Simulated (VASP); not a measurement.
Output of a VASP run:

### OUTCAR
```
 ion  position               nearest neighbor table
   1  0.000  0.000  0.000-   2 2.50   2 2.50   2 2.50   2 2.50
   2  0.250  0.250  0.250-   1 2.50   1 2.50   1 2.50   1 2.50
  LATTYP: Found a face centered cubic cell.
 ALAT       =     5.7703801154
 Subroutine PRICEL returns:
 Original cell was already a primitive cell.
 Subroutine GETGRP returns: Found 24 space group operations
The static configuration has the point symmetry T_d .
The dynamic configuration has the point symmetry T_d .
 Subroutine INISYM returns: Found 24 space group operations
 Subroutine IBZKPT returns following result:
 Found     72 irreducible k-points:

 Following reciprocal coordinates:
            Coordinates               Weight
  0.000000  0.000000  0.000000      1.000000
  0.083333  0.000000  0.000000      8.000000
  0.166667  0.000000  0.000000      8.000000
  0.250000  0.000000  0.000000      8.000000
  0.333333  0.000000  0.000000      8.000000
  0.416667  0.000000  0.000000      8.000000
  0.500000  0.000000  0.000000      4.000000
  0.083333  0.083333  0.000000      6.000000
  0.166667  0.083333  0.000000     24.000000
  0.250000  0.083333  0.000000     24.000000
  0.333333  0.083333  0.000000     24.000000
  0.416667  0.083333  0.000000     24.000000
  0.500000  0.083333  0.000000     24.000000
 -0.416667  0.083333  0.000000     24.000000
 -0.333333  0.083333  0.000000     24.000000
 -0.250000  0.083333  0.000000     24.000000
 -0.166667  0.083333  0.000000     24.000000
 -0.083333  0.083333  0.000000     12.000000
  0.166667  0.166667  0.000000      6.000000
  0.250000  0.166667  0.000000     24.000000
  0.333333  0.166667  0.000000     24.000000
  0.416667  0.166667  0.000000     24.000000
  0.500000  0.166667  0.000000     24.000000
 -0.416667  0.166667  0.000000     24.000000
 -0.333333  0.166667  0.000000     24.000000
 -0.250000  0.166667  0.000000     24.000000
 -0.166667  0.166667  0.000000     12.000000
  0.250000  0.250000  0.000000      6.000000
  0.333333  0.250000  0.000000     24.000000
  0.416667  0.250000  0.000000     24.000000
  0.500000  0.250000  0.000000     24.000000
 -0.416667  0.250000  0.000000     24.000000
 -0.333333  0.250000  0.000000     24.000000
 -0.250000  0.250000  0.000000     12.000000
  0.333333  0.333333  0.000000      6.000000
  0.416667  0.333333  0.000000     24.000000
  0.500000  0.333333  0.000000     24.000000
 -0.416667  0.333333  0.000000     24.000000
 -0.333333  0.333333  0.000000     12.000000
  0.416667  0.416667  0.000000      6.000000
   k-points           NKPTS =     72   k-points in BZ     NKDIM =     72   number of bands    NBANDS=     11
   number of dos      NEDOS =    601   number of ions     NIONS =      2
   total plane-waves  NPLWV =  21952
   dimension x,y,z NGX =    28 NGY =   28 NGZ =   28
   dimension x,y,z NGXF=    56 NGYF=   56 NGZF=   56
   ions per type =               1   1
   PREC   = accura    normal or accurate (medium, high low for compatibility)
   ISTART =      0    job   : 0-new  1-cont  2-samecut
   ICHARG =      2    charge: 1-file 2-atom 10-const
   ISPIN  =      1    spin polarized calculation?
   LNONCOLLINEAR =      F non collinear calculations
   LSORBIT =      F    spin-orbit coupling
   INIWAV =      1    electr: 0-lowe 1-rand  2-diag
   ENCUT  =  400.0 eV  29.40 Ry    5.42 a.u.   6.65  6.65  6.65*2*pi/ulx,y,z
   NELM   =    100;   NELMIN=  2; NELMDL= -5     # of ELM steps
   EDIFF  = 0.1E-06   stopping-criterion for ELM
   LREAL  =      F    real-space projection
   NLSPLINE    = F    spline interpolate recip. space projectors
   LMAXMIX     =    6 max onsite mixed and CHGCAR
   VOSKOWN=      0    Vosko Wilk Nusair interpolation
   EDIFFG = 0.1E-05   stopping-criterion for IOM
   NSW    =      0    number of steps for IOM
   NBLOCK =      1;   KBLOCK =      1    inner block; outer block
   IBRION =     -1    ionic relax: 0-MD 1-quasi-New 2-CG
...
```

### OSZICAR
```
       N       E                     dE             d eps       ncg     rms          rms(c)
DAV:   1     0.548773201064E+02    0.54877E+02   -0.67735E+03  1624   0.950E+02
DAV:   2    -0.145615854734E+02   -0.69439E+02   -0.66899E+02  1845   0.229E+02
DAV:   3    -0.167607177181E+02   -0.21991E+01   -0.21297E+01  2032   0.368E+01
DAV:   4    -0.168066806834E+02   -0.45963E-01   -0.45873E-01  1949   0.498E+00
DAV:   5    -0.168078456965E+02   -0.11650E-02   -0.11648E-02  2211   0.681E-01    0.117E+01
DAV:   6    -0.151971282238E+02    0.16107E+01   -0.61198E+00  1780   0.170E+01    0.406E+00
DAV:   7    -0.151894323556E+02    0.76959E-02   -0.27130E-01  2235   0.363E+00    0.208E+00
DAV:   8    -0.151858371639E+02    0.35952E-02   -0.30777E-02  1813   0.152E+00    0.275E-01
DAV:   9    -0.151847244423E+02    0.11127E-02   -0.38357E-03  1909   0.552E-01    0.149E-01
DAV:  10    -0.151847042026E+02    0.20240E-04   -0.46352E-04  2198   0.175E-01    0.534E-02
DAV:  11    -0.151847146730E+02   -0.10470E-04   -0.42221E-05  1995   0.462E-02    0.738E-03
DAV:  12    -0.151847152163E+02   -0.54330E-06   -0.57826E-06  1912   0.133E-02    0.424E-03
DAV:  13    -0.151847151882E+02    0.28047E-07   -0.27871E-07  1938   0.412E-03
   1 F= -.15184715E+02 E0= -.15184715E+02  d E =0.000000E+00
```

File OUTCAR:
```
------------------------ aborting loop because EDIFF is reached ----------------------------------------
  FORCE on cell =-STRESS in cart. coord.  units (eV):
  Direction    XX          YY          ZZ          XY          YZ          ZX
  --------------------------------------------------------------------------------------
  Total       -0.0181645     -0.0181645     -0.0181645      0.0000000     -0.0000000      0.0000000
  in kB       -0.6058727     -0.6058727     -0.6058727      0.0000000     -0.0000000      0.0000000
  external PRESSURE =      -0.6058727 kB  Pullay stress =       0.0000000 kB
  volume of cell :       48.03
      direct lattice vectors                 reciprocal lattice vectors
     0.000000000  2.885190058  2.885190058    -0.173298809  0.173298809  0.173298809
     2.885190058  0.000000000  2.885190058     0.173298809 -0.173298809  0.173298809
     2.885190058  2.885190058  0.000000000     0.173298809  0.173298809 -0.173298809
 POSITION                                       TOTAL-FORCE (eV/Angst)
 -----------------------------------------------------------------------------------
      0.00000      0.00000      0.00000        -0.000000      0.000000      0.000000
      1.44260      1.44260      1.44260         0.000000     -0.000000     -0.000000
 -----------------------------------------------------------------------------------
    total drift:                                0.000000      0.000000      0.000000
  FREE ENERGIE OF THE ION-ELECTRON SYSTEM (eV)
  ---------------------------------------------------
  free  energy   TOTEN  =       -15.1847151882 eV

  energy  without entropy=      -15.1847151882  energy(sigma->0) =      -15.18471519

 total charge

# of ion       s       p       d       tot
------------------------------------------
    1        0.346   6.103   2.278   8.726
    2        0.795   1.021   0.000   1.817
--------------------------------------------------
tot          1.141   7.124   2.278  10.543
```
(Selected blocks of OUTCAR.)

**POSCAR**
```
TaSi
1
    0.0000000000     2.8851900577     2.8851900577
    2.8851900577     0.0000000000     2.8851900577
    2.8851900577     2.8851900577     0.0000000000
Ta Si
1 1
Direct
  0.0000000000   0.0000000000   0.0000000000
  0.2500000000   0.2500000000   0.2500000000
```

Problem. Reconstruct the remaining input files.

Solution. This is not unique; one that fits is the input of the run itself, PBE GGA, plane waves, VASP's PBE PAW potentials (set 64).

**INCAR**
```
ALGO = Normal
EDIFF = 1E-7
ENCUT = 400
GGA = PE
ISIF = 2
ISMEAR = -5
LASPH = T
LCHARG = T
LMAXMIX = 6
LORBIT = 11
LREAL = F
LWAVE = F
NEDOS = 601
NELM = 100
PREC = Accurate
SYSTEM = TaSi
```

**KPOINTS**
```
Automatic mesh
0
G
  12 12 12
```

POTCAR, in this order: Ta_pv Si (PBE.64 set). Program: vasp_std.

For a metal the tetrahedron method with Blöchl corrections gives inexact stress and forces.

The structure was generated: TaSi was put into the zinc blende type (F-43m), which need not be its known phase. It was relaxed first, which changed the volume by -30 %. The electron count is odd and the run is not spin-polarised, which forces a metal.
